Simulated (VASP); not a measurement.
These are LDA (Ceperley-Alder, Perdew-Zunger), VASP's LDA PAW potentials (set 64) (plane waves; VASP) values and carry that method's errors.

VASP input:

**KPOINTS**
```
k-points along high-symmetry lines
15
Line-mode
Reciprocal
  0.000000   0.000000   0.000000 ! GAMMA
 -0.500000  -0.500000   0.000000 ! X

 -0.500000  -0.500000   0.000000 ! X
 -0.375000  -0.375000   0.250000 ! U

 -0.375000  -0.000000   0.375000 ! K
  0.000000   0.000000   0.000000 ! GAMMA

  0.000000   0.000000   0.000000 ! GAMMA
 -0.000000  -0.000000   0.500000 ! L

 -0.000000  -0.000000   0.500000 ! L
 -0.500000  -0.250000   0.250000 ! W

 -0.500000  -0.250000   0.250000 ! W
 -0.500000  -0.500000   0.000000 ! X
```

**POSCAR**
```
CdSe
1
    0.0000000000     3.0121636312     3.0121636312
    3.0121636312     0.0000000000     3.0121636312
    3.0121636312     3.0121636312     0.0000000000
Cd Se
1 1
Direct
  0.0000000000   0.0000000000   0.0000000000
  0.2500000000   0.2500000000   0.2500000000
```

### INCAR
```
SYSTEM = CdSe
PREC = Accurate; ENCUT = 520; LREAL = .False.
LASPH = .True.; ICHARG = 11
EDIFF = 1E-7; NELM = 100; ALGO = Normal
LMAXMIX = 4
ISMEAR = 0; SIGMA = 0.05
LWAVE = .False.; LCHARG = .False.; LORBIT = 11
```

POTCAR, in this order: Cd Se (LDA.64 set). Program: vasp_std. Read from the step before: CHGCAR.

The run wrote:

### OSZICAR
```
       N       E                     dE             d eps       ncg     rms          rms(c)
DAV:   1     0.108478462676E+03    0.10848E+03   -0.90559E+03  2404   0.124E+03
DAV:   2    -0.132167493381E+01   -0.10980E+03   -0.10516E+03  2710   0.295E+02
DAV:   3    -0.583125552840E+01   -0.45096E+01   -0.44650E+01  2745   0.611E+01
DAV:   4    -0.585492523026E+01   -0.23670E-01   -0.23666E-01  2560   0.440E+00
DAV:   5    -0.585507170681E+01   -0.14648E-03   -0.14647E-03  2755   0.311E-01
DAV:   6    -0.585507337402E+01   -0.16672E-05   -0.16672E-05  2655   0.301E-02
DAV:   7    -0.585507340055E+01   -0.26528E-07   -0.26523E-07  2737   0.326E-03
   1 F= -.58550734E+01 E0= -.58550734E+01  d E =-.636630E-10
```

OUTCAR:
```
 val. band max:        1.0511825925   @ k =   0.0000   0.0000   0.0000

 cond. band min:       1.4730065826   @ k =   0.0000   0.0000   0.0000



 k-point     1 :       0.0000    0.0000    0.0000
  band No.  band energies     occupation
      1     -11.7621      2.00000
      2      -7.0052      2.00000
      3      -7.0052      2.00000
      4      -7.0052      2.00000
      5      -6.5937      2.00000
      6      -6.5937      2.00000
      7       1.0512      2.00000
      8       1.0512      2.00000
      9       1.0512      2.00000
     10       1.4730      0.00000
     11       6.8469      0.00000
     12       6.8469      0.00000
     13       6.8469      0.00000

 k-point     2 :      -0.0357   -0.0357    0.0000
  band No.  band energies     occupation
      1     -11.7555      2.00000
      2      -7.0021      2.00000
      3      -7.0021      2.00000
      4      -7.0021      2.00000
      5      -6.5949      2.00000
      6      -6.5929      2.00000
      7       0.7599      2.00000
      8       1.0177      2.00000
      9       1.0177      2.00000
     10       1.7753      0.00000
     11       6.7684      0.00000
     12       6.8928      0.00000
     13       6.8928      0.00000

 k-point     3 :      -0.0714   -0.0714    0.0000
  band No.  band energies     occupation
      1     -11.7359      2.00000
      2      -6.9929      2.00000
      3      -6.9929      2.00000
      4      -6.9925      2.00000
      5      -6.5984      2.00000
      6      -6.5905      2.00000
      7       0.3387      2.00000
      8       0.9213      2.00000
      9       0.9213      2.00000
     10       2.2275      0.00000
     11       6.5596      0.00000
     12       7.0269      0.00000
     13       7.0269      0.00000

 k-point     4 :      -0.1071   -0.1071    0.0000
  band No.  band energies     occupation
      1     -11.7043      2.00000
      2      -6.9779      2.00000
      3      -6.9779      2.00000
      4      -6.9760      2.00000
...
```

The density is held fixed in this step, so its total energy and stress have no physical meaning.

The compound is CdSe in the zinc blende structure, whereas wurtzite is the usual form. It was relaxed first.
